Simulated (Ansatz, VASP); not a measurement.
# Cross-check of AlGeAs between VASP and Ansatz

Wanted: the spread between two codes on one cell, functional and k mesh. The cell is generated by rule, not measured, and may not be a known phase. The cell is taken from a series of runs on this material, whose earlier steps may have relaxed, scaled, displaced or heated it; both programs get it as it stands.

Calculated with Ansatz 0.2.0; plane waves, with VASP 6.6.1 beside it; LDA.

The structure was built from a prototype and need not be the compound's stable phase.

## (1) The starting structure

It takes space group Imm2 (No. 44, orthorhombic). The conventional cell has a = 3.995 Å, b = 4.031 Å, c = 16.797 Å, α = 90.00°, β = 90.00°, γ = 90.00°. Nearest to Al lie 2 Ge at 2.43 Å and 2 As at 2.46 Å. Nearest to Al lie 4 As at 2.43 to 2.44 Å. Nearest to As lie 4 Al at 2.43 to 2.46 Å. Nearest to As lie 2 Al at 2.44 Å and 2 Ge at 2.50 Å. Ge has 2 Ge at 2.42 Å and 2 As at 2.50 Å nearest. Nearest to Ge lie 2 Ge at 2.42 Å and 2 Al at 2.43 Å. Farther neighbours are not listed.

## (2) VASP: relaxation of cell and atoms, LDA, pair 1

The relaxed volume is the usual yardstick between codes: in a stiff, nearly cubic crystal its relative difference is about their pressure difference at one cell divided by the bulk modulus.

Lines of VASP's logs that name or quote its potential files are left out, and so is its time.

Input file INCAR:

```
SYSTEM = AlGeAs
PREC = Accurate
ENCUT = 500
EDIFF = 1E-07
NELM = 120
ISMEAR = 0
SIGMA = 0.1
LREAL = .FALSE.
ALGO = Normal
GGA = CA
NBANDS = 28
LORBIT = 11
LWAVE = .FALSE.
LCHARG = .FALSE.
ISIF = 3
IBRION = 2
NSW = 80
EDIFFG = -0.005
LASPH = .TRUE.
GGA_COMPAT = .FALSE.
NELMIN = 4
KPAR = 2
```

Input file POSCAR:

```
AlGeAs
1.0
    2.8245480000      2.8245480000      0.0000000000
   -2.8504150000      2.8504150000      0.0000000000
    2.8374810000     -0.0129340000      8.3984340000
Al As Ge
2 2 2
Direct
    0.0016828131      0.9983171863      0.9966343726
    0.3350909233      0.6649089580      0.3298179161
    0.4161978589      0.0838021707      0.1676043415
    0.7511491134      0.7488507977      0.4977015953
    0.6635367975      0.3364633216      0.6729266432
    0.0823425226      0.4176576252      0.8353152504
```

Input file KPOINTS:

```
Automatic mesh
0
Gamma
10 10 10
0 0 0
```

PAW data sets: Al, As and Ge_d (LDA family, release 64).

Started as:

```
$ mpirun -np 2 vasp_std
```

Numbers of over 12 decimals in the logs are rounded to 6 here.

The log of the run:

```text
[banner, memory and clock lines left out]
running    2 mpi-ranks, on    1 nodes
 distrk:  each k-point on    1 cores,    2 groups
 distr:  one band on    1 cores,    1 groups

 POSCAR found type information on POSCAR AlAsGe
 POSCAR found :  3 types and       6 ions
 LDA part: xc-table for (Slater(with rela. corr.)+CA(PZ))
 , standard interpolation
 POSCAR, INCAR and KPOINTS ok, starting setup
 FFT: planning ... GRIDC
 FFT: planning ... GRID_SOFT
 FFT: planning ... GRID
 WAVECAR not read
 entering main loop
       N       E                     dE             d eps       ncg     rms          rms(c)
DAV:   1     0.343843184029E+03    0.34384E+03   -0.20173E+04 11508   0.263E+03
DAV:   2     0.266523747555E+02   -0.31719E+03   -0.30678E+03  9716   0.675E+02
DAV:   3    -0.288250964011E+02   -0.55477E+02   -0.54202E+02 11264   0.166E+02
DAV:   4    -0.315571219164E+02   -0.27320E+01   -0.27259E+01 12152   0.422E+01
DAV:   5    -0.316127028338E+02   -0.55581E-01   -0.55564E-01 12192   0.638E+00    0.589E+00
DAV:   6    -0.309351317282E+02    0.67757E+00   -0.78400E-01 12288   0.199E+01    0.337E+00
DAV:   7    -0.307627506833E+02    0.17238E+00   -0.77020E-01 13368   0.613E+00    0.847E-01
DAV:   8    -0.307548703672E+02    0.78803E-02   -0.10437E-01 12500   0.439E+00    0.335E-01
DAV:   9    -0.307547387774E+02    0.13159E-03   -0.12609E-02 13196   0.165E+00    0.119E-01
DAV:  10    -0.307547143402E+02    0.24437E-04   -0.15764E-03 11184   0.404E-01    0.627E-02
DAV:  11    -0.307547483887E+02   -0.34049E-04   -0.34255E-04 14868   0.168E-01    0.228E-02
DAV:  12    -0.307547336077E+02    0.14781E-04   -0.10411E-04 12132   0.129E-01    0.119E-02
DAV:  13    -0.307547355919E+02   -0.19842E-05   -0.13044E-05 11328   0.275E-02    0.268E-03
DAV:  14    -0.307547354976E+02    0.94275E-07   -0.10114E-06 10408   0.809E-03    0.199E-03
DAV:  15    -0.307547355183E+02   -0.20654E-07   -0.32274E-07 10528   0.379E-03
   1 F= -.30754736E+02 E0= -.30754014E+02  d E =-.307547E+02
[...]
2 F= -.30755075E+02 E0= -.30754341E+02  d E =-.339236E-03
[...]
3 F= -.30755108E+02 E0= -.30754377E+02  d E =-.372130E-03
[...]
4 F= -.30755186E+02 E0= -.30754458E+02  d E =-.784623E-04
[...]
5 F= -.30755210E+02 E0= -.30754484E+02  d E =-.102134E-03
[...]
6 F= -.30755211E+02 E0= -.30754486E+02  d E =-.103115E-03
 curvature:  -1.07 expect dE=-0.179E-04 dE for cont linesearch -0.268E-07
 trial: gam= 0.18389 g(F)=  0.149E-04 g(S)=  0.189E-05 ort =-0.176E-05 (trialstep = 0.113E+01)
 search vector abs. value=  0.203E-04
 bond charge predicted
       N       E                     dE             d eps       ncg     rms          rms(c)
DAV:   1    -0.307552409567E+02   -0.30253E-04   -0.89474E-04 12836   0.220E-01    0.291E-02
DAV:   2    -0.307552281022E+02    0.12855E-04   -0.52017E-05 12340   0.833E-02    0.173E-02
DAV:   3    -0.307552211184E+02    0.69838E-05   -0.15192E-05 13192   0.469E-02    0.339E-03
DAV:   4    -0.307552211898E+02   -0.71454E-07   -0.46345E-06 11892   0.209E-02    0.177E-03
DAV:   5    -0.307552211731E+02    0.16750E-07   -0.29540E-07  9796   0.566E-03
   7 F= -.30755221E+02 E0= -.30754489E+02  d E =-.104094E-04
 trial-energy change:   -0.000010  1 .order   -0.000010   -0.000019   -0.000002
 step:   1.2934(harm=  1.2934)  dis= 0.00074  next Energy=   -30.755221 (dE=-0.106E-04)
 reached required accuracy - stopping structural energy minimisation
```

Parts of OUTCAR (step 2):

```text
ion  position               nearest neighbor table
   1  0.002  0.998  0.997-   6 2.43   6 2.43   3 2.46   3 2.46
   2  0.335  0.665  0.330-   3 2.43   3 2.43   4 2.44   4 2.44
   3  0.416  0.084  0.168-   2 2.43   2 2.43   1 2.46   1 2.46
   4  0.751  0.749  0.498-   2 2.44   2 2.44   5 2.50   5 2.50
   5  0.664  0.336  0.673-   6 2.42   6 2.42   4 2.50   4 2.50
   6  0.082  0.418  0.835-   5 2.42   5 2.42   1 2.43   1 2.43

  LATTYP: Found a body centered orthorhombic cell.
 ALAT       =     3.9945140892
 B/A-ratio  =     1.0091579254
 C/A-ratio  =     4.2049840419

 Subroutine GETGRP returns: Found  4 space group operations
 (whereof  4 operations were pure point group operations)

The static configuration has the point symmetry C_2v.

 Found    171 irreducible k-points:

   k-points           NKPTS =    171   k-points in BZ     NKDIM =    171   number of bands    NBANDS=     28

   dimension x,y,z NGX =    30 NGY =   30 NGZ =   70
   dimension x,y,z NGXF=    60 NGYF=   60 NGZF=  140

   ENCUT  =  500.0 eV  36.75 Ry    6.06 a.u.   7.28  7.35 16.16*2*pi/ulx,y,z

   NELECT =      44.0000    total number of electrons

 k-points in reciprocal lattice and weights: Automatic mesh
   0.00000000  0.00000000  0.00000000       0.001
   0.10000000  0.00000000 -0.00000000       0.004
   0.20000000  0.00000000 -0.00000000       0.004
   0.30000000  0.00000000 -0.00000000       0.004
   0.40000000  0.00000000 -0.00000000       0.004
   0.50000000  0.00000000  0.00000000       0.002
   0.00000000  0.10000000 -0.00000000       0.004
   0.10000000  0.10000000 -0.00000000       0.004
   0.20000000  0.10000000 -0.00000000       0.008
[...]
0.00000000  0.20000000  0.40000000       0.002
   0.00000000  0.00000000  0.50000000       0.001

 average (electrostatic) potential at core
       1 -73.8364       2 -74.3864       3 -52.9933       4 -53.5745       5 -75.8186
       6 -74.8466

 E-fermi :   4.5332

 k-point     1 :       0.0000    0.0000    0.0000
  band No.  band energies     occupation
    ...
     18       2.1942      2.00000
     19       2.2744      2.00000
     20       3.9677      2.00000
     21       4.1225      2.00000
     22       4.5534      0.77546
     23       4.5825      0.48512
     24       5.4417      0.00000
     25       6.1976      0.00000
     26       6.5809      0.00000
     27       7.0218      0.00000
    ...

 k-point     2 :       0.1000    0.0000   -0.0000
  band No.  band energies     occupation
    ...
     18       1.9879      2.00000
     19       2.2549      2.00000
     20       3.1628      2.00000
     21       3.9131      2.00000
     22       4.5302      1.03331
     23       4.9316      0.00000
     24       5.8029      0.00000
     25       6.7494      0.00000
     26       6.9198      0.00000
     27       7.4282      0.00000
    ...

 k-point     3 :       0.2000    0.0000   -0.0000
  band No.  band energies     occupation
    ...
     18       1.6269      2.00000
     19       2.0493      2.00000
     20       2.4169      2.00000
     21       3.4374      2.00000
     22       4.4680      1.64376
     23       5.1511      0.00000
     24       6.2732      0.00000
     25       7.2739      0.00000
     26       7.5977      0.00000
     27       7.8496      0.00000
    ...

  Total       -0.0106370     -0.0106370     -0.0100862     -0.0021088      0.0000000      0.0000000
  in kB       -0.1256497     -0.1256497     -0.1191439     -0.0249100      0.0000000      0.0000000
  external PRESSURE =      -0.1234811 kB  Pullay stress =       0.0000000 kB

  energy-cutoff  :      500.00
  volume of cell :      135.63
      direct lattice vectors                 reciprocal lattice vectors
     2.824540663  2.824540663 -0.000000001     0.177019933  0.177019933 -0.059341351
    -2.849555561  2.849555561  0.000000000    -0.175465959  0.175465959  0.059341372
     2.837047610 -0.012507951  8.425824779     0.000000000  0.000000000  0.118682743

 POSITION                                       TOTAL-FORCE (eV/Angst)
 -----------------------------------------------------------------------------------
     -0.01251      2.83705      8.39621        -0.000000     -0.000000      0.001247
     -0.01251      2.83705      2.77817        -0.000000     -0.000000      0.000744
      1.41227      1.41227      1.41126         0.000000      0.000000     -0.002673
      1.39976      4.24932      4.19322        -0.000000     -0.000000      0.003078
      2.82454      2.82454      5.67178        -0.000000     -0.000000      0.000551
      1.41227      1.41227      7.03975         0.000000      0.000000     -0.002947
 -----------------------------------------------------------------------------------
    total drift:                               -0.000454     -0.000210     -0.000603

  FREE ENERGIE OF THE ION-ELECTRON SYSTEM (eV)
  ---------------------------------------------------
  free  energy   TOTEN  =       -30.7552211731 eV

  energy  without entropy=      -30.7537574073  energy(sigma->0) =      -30.75448929

 reached required accuracy - stopping structural energy minimisation

 total charge
# of ion       s       p       d       tot
------------------------------------------
    1        0.425   0.393   0.000   0.818
    2        0.416   0.380   0.000   0.796
    3        1.206   1.681   0.025   2.912
    4        1.221   1.599   0.032   2.852
    5        1.150   1.183  10.035  12.368
    6        1.143   1.371  10.006  12.520
--------------------------------------------------
tot          5.560   6.608  20.099  32.267

[... 3 further parts left out ...]
```

CONTCAR:

```
AlGeAs
   1.00000000000000
     2.8245406630685128    2.8245406630685128   -0.0000000010967822
    -2.8495555611050314    2.8495555611050314    0.0000000000000000
     2.8370476104588529   -0.0125079506461778    8.4258247789257510
  Al              As              Ge
     2     2     2
Direct
     0.0017575330006826    0.9982424663993202    0.9964849327986403
     0.3351395462450056    0.6648603350549959    0.3297206702099937
     0.4162540924614956    0.0837459371385039    0.1674918743770167
     0.7511686446486640    0.7488312664513385    0.4976625328026750
     0.6634286382033421    0.3365714808966488    0.6731429617932976
     0.0822515742408053    0.4177485735591889    0.8354971471183777
```

The run keeps the 4 symmetry operations of its start, so it cannot find a distortion of lower symmetry.

[end of part 1 of 2]

[Lines on the potential files, build, host, timing and source positions are cut from VASP's logs without a mark.]

[Logs are printed without paths, hosts, clocks, repeated set-up lines and the standing remarks that a program may print on its own settings, such as how far it seeks lower states.]

[Hosts, paths, dates, database ids (printed as entryN), source tags and the programs' standing remarks are cut or masked in the printed files.]
